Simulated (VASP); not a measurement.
Energy against volume of BaHfO$_{3}$ (cubic perovskite). Level of theory: PBE GGA, VASP's PBE PAW potentials (set 64) (plane waves; VASP 6.6.1). Numerical set-up: 520 eV cut-off, 5×5×5 Γ-centred mesh, Gaussian smearing of 0.050 eV, potentials Ba_sv Hf_pv O.

```json
[
 {"V (Å³/atom)": "14.388", "E (eV/atom)": "-8.70409"},
 {"V (Å³/atom)": "14.833", "E (eV/atom)": "-8.71140"},
 {"V (Å³/atom)": "15.278", "E (eV/atom)": "-8.70547"},
 {"V (Å³/atom)": "15.723", "E (eV/atom)": "-8.68825"}
]
```

Task: Fit these four points and predict the energy of the run at 13.943 Å³/atom.

Result: A cubic in V^(−2/3), the third-order Birch-Murnaghan form, passes through the four points with V0 = 14.84 Å³/atom and B0 = 158 GPa, and gives -8.6812 eV/atom there. The run gave -8.6811 eV/atom, +0.1 meV/atom from the fit; all five points give B0 = 158 GPa.

The compound is BaHfO3 in the cubic perovskite structure. It was relaxed first.
